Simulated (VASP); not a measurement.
Method: PBE GGA, VASP's PBE PAW potentials (set 64) (plane waves; VASP 6.6.1).

VASP ran on this input.

INCAR:
```
# general
SYSTEM   =  WC
PREC     =  Accurate
ENCUT    =  620
LREAL    =  .False.
LASPH    =  .True.

# electronic loop
EDIFF    =  1E-6
NELM     =  100
ALGO     =  Normal
LMAXMIX  =  6

# smearing
ISMEAR   =  1
SIGMA    =  0.1

# functional
GGA      =  PE

# ions
IBRION   =  2
NSW      =  40
ISIF     =  3
EDIFFG   =  -0.02
PSTRESS  =  100

# output
LWAVE    =  .False.
LCHARG   =  .False.
```

File POSCAR:
```
WC
1
    1.4490165715    -2.5097704016    -0.0000000000
    1.4490165715     2.5097704016     0.0000000000
   -0.0000000000     0.0000000000     2.8312611565
W C
1 1
Direct
  0.0000000000   0.0000000000   0.0000000000
  0.3333330000   0.6666670000   0.5000000000
```

### KPOINTS
```
Automatic
0
G
14 14 13
0 0 0
```

POTCAR, in this order: W_sv C (PBE.64 set). Program: vasp_std.

The run wrote:

### OSZICAR
```
       N       E                     dE             d eps       ncg     rms          rms(c)
DAV:   1     0.125498254504E+03    0.12550E+03   -0.10919E+04  4368   0.174E+03
DAV:   2    -0.208600883948E+02   -0.14636E+03   -0.14224E+03  4908   0.418E+02
DAV:   3    -0.254539673716E+02   -0.45939E+01   -0.45458E+01  5350   0.665E+01
DAV:   4    -0.255045070837E+02   -0.50540E-01   -0.50511E-01  4836   0.717E+00
DAV:   5    -0.255049189322E+02   -0.41185E-03   -0.41184E-03  5163   0.672E-01    0.330E+01
DAV:   6    -0.225227886546E+02    0.29821E+01   -0.94342E+00  4923   0.318E+01    0.890E+00
DAV:   7    -0.224617498793E+02    0.61039E-01   -0.40330E-01  4513   0.575E+00    0.625E+00
DAV:   8    -0.224361112595E+02    0.25639E-01   -0.69493E-02  4863   0.247E+00    0.902E-01
DAV:   9    -0.224347804532E+02    0.13308E-02   -0.45023E-03  4668   0.502E-01    0.139E-01
DAV:  10    -0.224347370501E+02    0.43403E-04   -0.28108E-04  5053   0.228E-01    0.804E-02
DAV:  11    -0.224347331697E+02    0.38804E-05   -0.32477E-05  4753   0.502E-02    0.109E-02
DAV:  12    -0.224347317747E+02    0.13950E-05   -0.57216E-06  4708   0.229E-02    0.414E-03
DAV:  13    -0.224347318065E+02   -0.31766E-07   -0.11943E-07  2219   0.388E-03
   1 F= -.21149425E+02 E0= -.21149417E+02  d E =-.211494E+02
```

### OUTCAR
```
------------------------ aborting loop because EDIFF is reached ----------------------------------------
  FORCE on cell =-STRESS in cart. coord.  units (eV):
  Direction    XX          YY          ZZ          XY          YZ          ZX
  --------------------------------------------------------------------------------------
  Total        1.2704940      1.2704941      1.2810384      0.0000000     -0.0000000      0.0000000
  in kB       98.8475567     98.8475629     99.6679333      0.0000000     -0.0000000      0.0000000
  external PRESSURE =      -0.8789823 kB  Pullay stress =     100.0000000 kB
  volume of cell :       20.59
      direct lattice vectors                 reciprocal lattice vectors
     1.449016572 -2.509770402  0.000000000     0.345061616 -0.199221411  0.000000000
     1.449016572  2.509770402  0.000000000     0.345061616  0.199221411  0.000000000
     0.000000000  0.000000000  2.831261157     0.000000000  0.000000000  0.353199491
 POSITION                                       TOTAL-FORCE (eV/Angst)
 -----------------------------------------------------------------------------------
      0.00000      0.00000      0.00000         0.000000      0.000000      0.000000
      1.44902      0.83659      1.41563         0.000000     -0.000000      0.000000
 -----------------------------------------------------------------------------------
    total drift:                                0.000000     -0.000384      0.000000
  FREE ENERGIE OF THE ION-ELECTRON SYSTEM (eV)
  ---------------------------------------------------
  free  energy   TOTEN  =       -22.4347318065 eV

  energy  without entropy=      -22.4347070814  energy(sigma->0) =      -22.43472356
  enthalpy is  TOTEN    =       -21.1494253491 eV   P V=        1.2853064574

 reached required accuracy - stopping structural energy minimisation
```
(Selected blocks of OUTCAR.)

The compound is WC in the wc structure. It was relaxed first under an external pressure of 10 GPa.
